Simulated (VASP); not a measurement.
Crystal: AlCo.

```xyz
2
Lattice="2.8194 0.0000 0.0000 0.0000 2.8194 0.0000 0.0000 0.0000 2.8194" Properties=species:S:1:pos:R:3 pbc="T T T"
Al    0.0000    0.0000    0.0000
Co    1.4097    1.4097    1.4097
```

The cell is a database's computed one.

| Property | Result |
| --- | --- |
| Program | VASP 6.6.1 |
| Task | relaxation of cell and atoms |
| Functional | PBE |
| Potentials or basis | VASP PAW PBE potentials, release 64 (Al, Co) |
| Cutoff | 600 eV |
| k mesh | 14 × 14 × 14 |
| Occupations | methfessel-paxton, width 0.1 eV |
| Spin | no spin polarisation |

At the start: pressure 6.5 GPa; volume 11.21 Å³/atom.

Problem. Where does the relaxation end?

Solution. Over 3 steps the energy falls by 7.5 meV/atom and the volume is 11.59 Å³/atom (+3.4 %); space group Pm-3m (No. 221, to 0.05 Å).

The path:
```tsv
step	energy change (eV)	largest force (eV/Å)	pressure (GPa)	volume (Å³)
1	0.0000	0.0000	6.54	22.41
2	-0.0020	0.0000	-5.30	23.93
3	-0.0150	0.0000	0.05	23.18
```

Final structure:
```xyz
2
Lattice="2.8511 0.0000 0.0000 0.0000 2.8511 0.0000 0.0000 0.0000 2.8511" Properties=species:S:1:pos:R:3 pbc="T T T"
Al    0.0000    0.0000    0.0000
Co    1.4255    1.4255    1.4255
```
